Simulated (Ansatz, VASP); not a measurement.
# Li3ClO in two plane-wave programs, part 2 of 3

One calculation is typed for both programs; each brings its own data sets. How far apart do they land? The cell is generated by rule, not measured, and may not be a known phase. The cell is taken from a series of runs on this material, whose earlier steps may have relaxed, scaled, displaced or heated it; both programs get it as it stands.

VASP 6.6.1 and Ansatz 0.2.0.

So far: The structure; VASP: zone-centre phonons, PBEsol.

## 2. VASP: zone-centre phonons, PBEsol (continued)

Level of this step: PBEsol; plane waves and PAW (Cl, O, Li_sv); invented cell (VASP).

From OUTCAR (step 2):

```text
ion  position               nearest neighbor table
   1  0.000  0.000  0.000-
   2  0.500  0.500  0.500-   3 1.92   4 1.92   5 1.92   3 1.92   4 1.92   5 1.92
   3  0.500  0.500  0.000-   2 1.92   2 1.92
   4  0.500  0.000  0.500-   2 1.92   2 1.92
   5  0.000  0.500  0.500-   2 1.92   2 1.92

  LATTYP: Found a simple cubic cell.
 ALAT       =     3.8396099490

 Subroutine GETGRP returns: Found 48 space group operations
 (whereof 48 operations were pure point group operations)

The static configuration has the point symmetry O_h .

 Found     35 irreducible k-points:

   k-points           NKPTS =     35   k-points in BZ     NKDIM =     35   number of bands    NBANDS=     17

   dimension x,y,z NGX =    36 NGY =   36 NGZ =   36
   dimension x,y,z NGXF=    72 NGYF=   72 NGZF=   72

   ENCUT  =  750.0 eV  55.12 Ry    7.42 a.u.   8.57  8.57  8.57*2*pi/ulx,y,z

   NELECT =      22.0000    total number of electrons

 k-points in reciprocal lattice and weights: Automatic mesh
   0.00000000  0.00000000  0.00000000       0.002
   0.12500000  0.00000000  0.00000000       0.012
   0.25000000  0.00000000  0.00000000       0.012
   0.37500000  0.00000000  0.00000000       0.012
   0.50000000  0.00000000  0.00000000       0.006
   0.12500000  0.12500000  0.00000000       0.023
   0.25000000  0.12500000  0.00000000       0.047
   0.37500000  0.12500000  0.00000000       0.047
   0.50000000  0.12500000  0.00000000       0.023
[...]
0.50000000  0.50000000  0.37500000       0.012
   0.50000000  0.50000000  0.50000000       0.002

 average (electrostatic) potential at core
       1 -93.0301       2 -69.9158       3 -60.0108       4 -60.0108       5 -60.0108

  Total       -0.0058736     -0.0058736     -0.0058736     -0.0000000      0.0000000      0.0000000
  in kB       -0.1662471     -0.1662471     -0.1662471     -0.0000000      0.0000000      0.0000000
  external PRESSURE =      -0.1662471 kB  Pullay stress =       0.0000000 kB

  energy-cutoff  :      750.00
  volume of cell :       56.61
      direct lattice vectors                 reciprocal lattice vectors
     3.839609949  0.000000000  0.000000000     0.260443121  0.000000000  0.000000000
[...]
2    -0.00000     0.98933    -0.00000
    3     0.00000    -0.00000     1.14904
 ion    5
    1     0.98933     0.00000     0.00000
    2    -0.00000     1.14904     0.00000
    3    -0.00000    -0.00000     1.14904

 Eigenvectors and eigenvalues of the dynamical matrix
 ----------------------------------------------------

   1 f  =   17.279015 THz   108.567251 2PiTHz  576.365887 cm-1    71.460230 meV
             X         Y         Z           dx          dy          dz
      0.000000  0.000000  0.000000    -0.000282    0.019390    0.000000
      1.919805  1.919805  1.919805     0.006646   -0.456264    0.000000
      1.919805  1.919805  0.000000     0.001577   -0.108260   -0.000000
      1.919805  0.000000  1.919805     0.001577    0.876239   -0.000000
      0.000000  1.919805  1.919805    -0.012764   -0.108260   -0.000000

   2 f  =   17.279015 THz   108.567251 2PiTHz  576.365887 cm-1    71.460230 meV
             X         Y         Z           dx          dy          dz
      0.000000  0.000000  0.000000     0.006820    0.000099    0.018153
      1.919805  1.919805  1.919805    -0.160491   -0.002338   -0.427151
      1.919805  1.919805  0.000000    -0.038081   -0.000555    0.820329
      1.919805  0.000000  1.919805    -0.038081    0.004490   -0.101353
      0.000000  1.919805  1.919805     0.308217   -0.000555   -0.101353

   3 f  =   17.279015 THz   108.567251 2PiTHz  576.365887 cm-1    71.460230 meV
             X         Y         Z           dx          dy          dz
      0.000000  0.000000  0.000000     0.018151    0.000264   -0.006821
      1.919805  1.919805  1.919805    -0.427106   -0.006222    0.160508
      1.919805  1.919805  0.000000    -0.101342   -0.001476   -0.308250
      1.919805  0.000000  1.919805    -0.101342    0.011949    0.038085
      0.000000  1.919805  1.919805     0.820242   -0.001476    0.038085

   4 f  =   11.082795 THz    69.635257 2PiTHz  369.682262 cm-1    45.834738 meV
             X         Y         Z           dx          dy          dz
      0.000000  0.000000  0.000000    -0.017228    0.009663    0.186417
      1.919805  1.919805  1.919805     0.064183   -0.036000   -0.694488
      1.919805  1.919805  0.000000    -0.041700    0.023389   -0.254254
      1.919805  0.000000  1.919805    -0.041700   -0.013180    0.451213
      0.000000  1.919805  1.919805     0.023498    0.023389    0.451213

   5 f  =   11.082795 THz    69.635257 2PiTHz  369.682262 cm-1    45.834738 meV
             X         Y         Z           dx          dy          dz
      0.000000  0.000000  0.000000    -0.045243   -0.181843    0.005245
      1.919805  1.919805  1.919805     0.168552    0.677449   -0.019539
      1.919805  1.919805  0.000000    -0.109509   -0.440143   -0.007153
      1.919805  0.000000  1.919805    -0.109509    0.248016    0.012695
      0.000000  1.919805  1.919805     0.061708   -0.440143    0.012695

   6 f  =   11.082795 THz    69.635257 2PiTHz  369.682262 cm-1    45.834738 meV
             X         Y         Z           dx          dy          dz
      0.000000  0.000000  0.000000    -0.181101    0.044510   -0.019044
      1.919805  1.919805  1.919805     0.674685   -0.165818    0.070949
      1.919805  1.919805  0.000000    -0.438347    0.107733    0.025975
      1.919805  0.000000  1.919805    -0.438347   -0.060707   -0.046096
      0.000000  1.919805  1.919805     0.247004    0.107733   -0.046096

   7 f  =    6.717168 THz    42.205212 2PiTHz  224.060612 cm-1    27.779963 meV
             X         Y         Z           dx          dy          dz
      0.000000  0.000000  0.000000     0.000000    0.000000    0.000000
      1.919805  1.919805  1.919805    -0.000000   -0.000000   -0.000000
      1.919805  1.919805  0.000000    -0.166565   -0.124606   -0.000000
      1.919805  0.000000  1.919805     0.166565   -0.000000    0.675818
      0.000000  1.919805  1.919805    -0.000000    0.124606   -0.675818

   8 f  =    6.717168 THz    42.205212 2PiTHz  224.060612 cm-1    27.779963 meV
             X         Y         Z           dx          dy          dz
      0.000000  0.000000  0.000000     0.000000    0.000000   -0.000000
      1.919805  1.919805  1.919805    -0.000000    0.000000    0.000000
      1.919805  1.919805  0.000000    -0.686374   -0.004108    0.000000
      1.919805  0.000000  1.919805     0.686374   -0.000000   -0.169925
      0.000000  1.919805  1.919805    -0.000000    0.004108    0.169925

   9 f  =    6.717168 THz    42.205212 2PiTHz  224.060612 cm-1    27.779963 meV
             X         Y         Z           dx          dy          dz
      0.000000  0.000000  0.000000     0.000000    0.000000   -0.000000
      1.919805  1.919805  1.919805    -0.000000   -0.000000    0.000000
      1.919805  1.919805  0.000000     0.033870   -0.696029    0.000000
      1.919805  0.000000  1.919805    -0.033870   -0.000000   -0.119985
      0.000000  1.919805  1.919805    -0.000000    0.696029    0.119985

  10 f  =    4.558328 THz    28.640823 2PiTHz  152.049472 cm-1    18.851723 meV
             X         Y         Z           dx          dy          dz
      0.000000  0.000000  0.000000     0.447360    0.421732    0.297351
      1.919805  1.919805  1.919805    -0.185943   -0.175291   -0.123593
      1.919805  1.919805  0.000000    -0.285452   -0.269099   -0.117819
      1.919805  0.000000  1.919805    -0.285452   -0.167102   -0.189734
      0.000000  1.919805  1.919805    -0.177257   -0.269099   -0.189734

  11 f  =    4.558328 THz    28.640823 2PiTHz  152.049472 cm-1    18.851723 meV
             X         Y         Z           dx          dy          dz
      0.000000  0.000000  0.000000    -0.201365   -0.219663    0.614497
      1.919805  1.919805  1.919805     0.083697    0.091302   -0.255413
      1.919805  1.919805  0.000000     0.128487    0.140162   -0.243482
      1.919805  0.000000  1.919805     0.128487    0.087037   -0.392099
      0.000000  1.919805  1.919805     0.079787    0.140162   -0.392099

  12 f  =    4.558328 THz    28.640823 2PiTHz  152.049472 cm-1    18.851723 meV
             X         Y         Z           dx          dy          dz
      0.000000  0.000000  0.000000     0.475108   -0.490201   -0.019542
      1.919805  1.919805  1.919805    -0.197476    0.203750    0.008123
      1.919805  1.919805  0.000000    -0.303157    0.312788    0.007743
      1.919805  0.000000  1.919805    -0.303157    0.194232    0.012470
      0.000000  1.919805  1.919805    -0.188252    0.312788    0.012470

  13 f/i=    0.110110 THz     0.691839 2PiTHz    3.672860 cm-1     0.455376 meV
             X         Y         Z           dx          dy          dz
      0.000000  0.000000  0.000000     0.643267    0.287577   -0.039785
      1.919805  1.919805  1.919805     0.430880    0.192628   -0.026649
      1.919805  1.919805  0.000000     0.277216    0.123932   -0.017233
      1.919805  0.000000  1.919805     0.277216    0.124563   -0.017145
      0.000000  1.919805  1.919805     0.278629    0.123932   -0.017145

  14 f/i=    0.110110 THz     0.691839 2PiTHz    3.672860 cm-1     0.455376 meV
             X         Y         Z           dx          dy          dz
      0.000000  0.000000  0.000000     0.287233   -0.644489   -0.014401
      1.919805  1.919805  1.919805     0.192397   -0.431698   -0.009646
      1.919805  1.919805  0.000000     0.123783   -0.277743   -0.006238
      1.919805  0.000000  1.919805     0.123783   -0.279158   -0.006206
      0.000000  1.919805  1.919805     0.124414   -0.277743   -0.006206

  15 f/i=    0.110110 THz     0.691839 2PiTHz    3.672860 cm-1     0.455376 meV
             X         Y         Z           dx          dy          dz
      0.000000  0.000000  0.000000     0.042200    0.003066    0.704475
      1.919805  1.919805  1.919805     0.028267    0.002054    0.471879
      1.919805  1.919805  0.000000     0.018186    0.001321    0.305141
      1.919805  0.000000  1.919805     0.018186    0.001328    0.303594
      0.000000  1.919805  1.919805     0.018279    0.001321    0.303594

 MACROSCOPIC STATIC DIELECTRIC TENSOR IONIC CONTRIBUTION
 ------------------------------------------------------
          11.929154    -0.000000    -0.000000
          -0.000000    11.929154    -0.000000
          -0.000000    -0.000000    11.929154
 ------------------------------------------------------

 ELASTIC MODULI CONTR FROM IONIC RELAXATION (kBar)
 Direction    XX          YY          ZZ          XY          YZ          ZX
 --------------------------------------------------------------------------------
 XX           0.0000      0.0000      0.0000      0.0000      0.0000      0.0000
 YY           0.0000      0.0000      0.0000      0.0000      0.0000      0.0000
 ZZ           0.0000      0.0000      0.0000      0.0000      0.0000      0.0000
 XY           0.0000      0.0000      0.0000      0.0000      0.0000      0.0000
 YZ           0.0000      0.0000      0.0000      0.0000      0.0000      0.0000
 ZX           0.0000      0.0000      0.0000      0.0000      0.0000      0.0000
 --------------------------------------------------------------------------------

 PIEZOELECTRIC TENSOR IONIC CONTR  for field in x, y, z        (C/m^2)
          XX          YY          ZZ          XY          YZ          ZX
  --------------------------------------------------------------------------------
  x     0.00000     0.00000     0.00000     0.00000     0.00000     0.00000
  y     0.00000     0.00000     0.00000     0.00000     0.00000     0.00000
  z     0.00000     0.00000     0.00000     0.00000     0.00000     0.00000
```

(Part 2 of 3 ends here.)

[Lines on the potential files, build, host, timing and source positions are cut from VASP's logs without a mark.]

[Logs are printed without paths, hosts, clocks, repeated set-up lines and the standing remarks that a program may print on its own settings, such as how far it seeks lower states.]

[Hosts, paths, dates, database ids (printed as entryN), source tags and the programs' standing remarks are cut or masked in the printed files.]
